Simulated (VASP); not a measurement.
Here is the system:

```xyz
4
Lattice="2.0700 -3.5853 0.0000 2.0700 3.5853 0.0000 0.0000 0.0000 6.7200" Properties=species:S:1:pos:R:3 pbc="T T T"
Cd     2.0700    -1.1951     3.3600
Cd     2.0700     1.1951     0.0000
S      2.0700    -1.1951     5.8934
S      2.0700     1.1951     2.5334
```

Calculation: PBE GGA, VASP's PBE PAW potentials (set 64) (plane waves; VASP). Settings: 520 eV cut-off, 7×7×4 Γ-centred mesh, Gaussian smearing of 0.050 eV, potentials Cd S.

Problem. What does the run give for the energy per atom (σ→0), pressure?

Solution. 
| Item | Result |
|---|---|
| energy per atom (σ→0) | -3.064 eV/atom |
| pressure | 2.89 GPa |

The compound is CdS in the wurtzite structure. The cell was not relaxed at this level. The run is one of a series of settings (ENCUT = 520 against the base run), some of them coarse on purpose.
